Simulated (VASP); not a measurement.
These are LDA (Ceperley-Alder, Perdew-Zunger), VASP's LDA PAW potentials (set 64) (plane waves; VASP 6.6.1) values and carry that method's errors.

VASP input:

INCAR:
```
# general
SYSTEM  =  SiO2
PREC    =  Accurate
ENCUT   =  620
LREAL   =  F
LASPH   =  T

# electronic loop
EDIFF   =  1E-6
NELM    =  100
ALGO    =  Normal

# smearing
ISMEAR  =  0
SIGMA   =  0.05

# ions
IBRION  =  2
NSW     =  40
ISIF    =  3
EDIFFG  =  -0.02

# output
LWAVE   =  F
LCHARG  =  F
```

File POSCAR:
```
SiO2
1
    4.1567994889     0.0000000000     0.0000000000
    0.0000000000     4.1567994889     0.0000000000
    0.0000000000     0.0000000000     2.6655413395
Si O
2 4
Direct
  0.0000000000   0.0000000000   0.0000000000
  0.5000000000   0.5000000000   0.5000000000
  0.3053900631   0.3053900631   0.0000000000
  0.8053900631   0.1946099369   0.5000000000
  0.1946099369   0.8053900631   0.5000000000
  0.6946099369   0.6946099369   0.0000000000
```

File KPOINTS:
```
Automatic mesh
0
gamma
  5 5 8
0 0 0
```

POTCAR, in this order: Si O (LDA.64 set). Program: vasp_std.

The run wrote:

### OSZICAR
```
       N       E                     dE             d eps       ncg     rms          rms(c)
DAV:   1     0.176393296302E+03    0.17639E+03   -0.20137E+04  1208   0.178E+03
DAV:   2    -0.493506025969E+02   -0.22574E+03   -0.21772E+03  1668   0.345E+02
DAV:   3    -0.568432378368E+02   -0.74926E+01   -0.74714E+01  1440   0.666E+01
DAV:   4    -0.569020092202E+02   -0.58771E-01   -0.58706E-01  1420   0.671E+00
DAV:   5    -0.569026402019E+02   -0.63098E-03   -0.63090E-03  1384   0.687E-01    0.180E+01
DAV:   6    -0.520927257129E+02    0.48099E+01   -0.19036E+01  1348   0.307E+01    0.860E+00
DAV:   7    -0.520270254125E+02    0.65700E-01   -0.53853E-01  1416   0.509E+00    0.307E+00
DAV:   8    -0.519971623816E+02    0.29863E-01   -0.17590E-02  1352   0.138E+00    0.109E+00
DAV:   9    -0.519919816407E+02    0.51807E-02   -0.46101E-03  1408   0.698E-01    0.232E-01
DAV:  10    -0.519920003920E+02   -0.18751E-04   -0.28109E-04  1400   0.153E-01    0.547E-02
DAV:  11    -0.519919882288E+02    0.12163E-04   -0.44278E-05  1408   0.552E-02    0.172E-02
DAV:  12    -0.519919875267E+02    0.70215E-06   -0.57180E-06  1380   0.179E-02
   1 F= -.51991988E+02 E0= -.51991988E+02  d E =-.519920E+02
       N       E                     dE             d eps       ncg     rms          rms(c)
DAV:   1    -0.519930973501E+02   -0.11091E-02   -0.36103E-02  1368   0.172E+00    0.276E-01
DAV:   2    -0.519920109948E+02    0.10864E-02   -0.38944E-03  1388   0.492E-01    0.610E-02
DAV:   3    -0.519919632004E+02    0.47794E-04   -0.19001E-04  1372   0.101E-01    0.281E-02
DAV:   4    -0.519919489111E+02    0.14289E-04   -0.16311E-05  1376   0.317E-02    0.959E-03
DAV:   5    -0.519919474543E+02    0.14568E-05   -0.24705E-06  1076   0.125E-02    0.255E-03
DAV:   6    -0.519919474720E+02   -0.17684E-07   -0.14864E-07   720   0.324E-03
   2 F= -.51991947E+02 E0= -.51991947E+02  d E =0.400547E-04
       N       E                     dE             d eps       ncg     rms          rms(c)
DAV:   1    -0.519924232093E+02   -0.47575E-03   -0.10906E-02  1360   0.942E-01    0.151E-01
DAV:   2    -0.519920947693E+02    0.32844E-03   -0.11787E-03  1384   0.271E-01    0.334E-02
DAV:   3    -0.519920803285E+02    0.14441E-04   -0.57138E-05  1368   0.554E-02    0.154E-02
DAV:   4    -0.519920759962E+02    0.43323E-05   -0.48521E-06  1360   0.173E-02    0.533E-03
DAV:   5    -0.519920755373E+02    0.45892E-06   -0.72355E-07   740   0.689E-03
   3 F= -.51992076E+02 E0= -.51992076E+02  d E =-.880106E-04
```

### OUTCAR
```
------------------------ aborting loop because EDIFF is reached ----------------------------------------
  FORCE on cell =-STRESS in cart. coord.  units (eV):
  Direction    XX          YY          ZZ          XY          YZ          ZX
  --------------------------------------------------------------------------------------
  Total       -0.0145351     -0.0145351      0.0470063      0.0000000      0.0000000      0.0000000
  in kB       -0.5062434     -0.5062434      1.6371890      0.0000000      0.0000000      0.0000000
  external PRESSURE =       0.2082341 kB  Pullay stress =       0.0000000 kB
  volume of cell :       46.00
      direct lattice vectors                 reciprocal lattice vectors
     4.154636329  0.000000000  0.000000000     0.240694954 -0.000000000  0.000000000
     0.000000000  4.154636329  0.000000000    -0.000000000  0.240694954  0.000000000
     0.000000000  0.000000000  2.665029906     0.000000000  0.000000000  0.375230311
 POSITION                                       TOTAL-FORCE (eV/Angst)
 -----------------------------------------------------------------------------------
      0.00000      0.00000      0.00000        -0.000000     -0.000000      0.000000
      2.07732      2.07732      1.33251        -0.000000     -0.000000      0.000000
      1.26896      1.26896      0.00000        -0.004268     -0.004268      0.000000
      3.34627      0.80836      1.33251        -0.004268      0.004268      0.000000
      0.80836      3.34627      1.33251         0.004268     -0.004268      0.000000
      2.88568      2.88568      0.00000         0.004268      0.004268     -0.000000
 -----------------------------------------------------------------------------------
    total drift:                                0.000000      0.000000     -0.000000
  FREE ENERGIE OF THE ION-ELECTRON SYSTEM (eV)
  ---------------------------------------------------
  free  energy   TOTEN  =       -51.9920755373 eV

  energy  without entropy=      -51.9920755373  energy(sigma->0) =      -51.99207554

 reached required accuracy - stopping structural energy minimisation
```
(Selected blocks of OUTCAR.)

File CONTCAR:
```
SiO2
   1.00000000000000
     4.1546363289585653    0.0000000000000000    0.0000000000000000
     0.0000000000000000    4.1546363289585653    0.0000000000000000
     0.0000000000000000    0.0000000000000000    2.6650299060485492
  Si              O
     2     4
Direct
     0.0000000000000000    0.0000000000000000    0.0000000000000000
     0.5000000000000000    0.5000000000000000    0.5000000000000000
     0.3054313459340875    0.3054313459340875    0.0000000000000000
     0.8054313459340875    0.1945686540659125    0.5000000000000000
     0.1945686540659125    0.8054313459340875    0.5000000000000000
     0.6945686540659125    0.6945686540659125    0.0000000000000000
```

### OUTCAR
```
 val. band max:        8.2801285453   @ k =   0.0000   0.0000   0.0000

 cond. band min:      14.0669623695   @ k =   0.0000   0.0000   0.0000


 Fermi energy:         8.5753088428

 k-point     1 :       0.0000    0.0000    0.0000
  band No.  band energies     occupation
      1     -14.2651      2.00000
      2     -10.4527      2.00000
      3     -10.4527      2.00000
      4     -10.1744      2.00000
      5      -2.7507      2.00000
      6       1.6932      2.00000
      7       1.6932      2.00000
      8       1.7630      2.00000
      9       2.7102      2.00000
     10       3.0596      2.00000
     11       5.0406      2.00000
     12       5.0406      2.00000
     13       5.7170      2.00000
     14       7.3731      2.00000
     15       7.3731      2.00000
     16       8.2801      2.00000
     17      14.0670      0.00000
     18      14.6953      0.00000
     19      16.6142      0.00000
     20      16.6142      0.00000

 k-point     2 :       0.2000    0.0000    0.0000
  band No.  band energies     occupation
      1     -14.0481      2.00000
      2     -11.3347      2.00000
      3     -10.3401      2.00000
      4      -9.7554      2.00000
      5      -2.4791      2.00000
      6       0.7180      2.00000
      7       1.8095      2.00000
      8       2.5276      2.00000
      9       2.8726      2.00000
     10       3.7798      2.00000
     11       4.6790      2.00000
     12       5.1351      2.00000
     13       5.7567      2.00000
     14       6.5536      2.00000
     15       7.3050      2.00000
     16       7.9652      2.00000
     17      14.6413      0.00000
     18      15.0623      0.00000
     19      16.7128      0.00000
     20      16.7472      0.00000

 k-point     3 :       0.4000    0.0000    0.0000
  band No.  band energies     occupation
      1     -13.4203      2.00000
      2     -12.4600      2.00000
      3     -10.0535      2.00000
      4      -9.7616      2.00000
      5      -1.7383      2.00000
...
```

The compound is SiO2 in the rutile structure, stishovite, a high-pressure form. This run relaxes it. Symmetry was kept, so distortions that lower it aren't found.
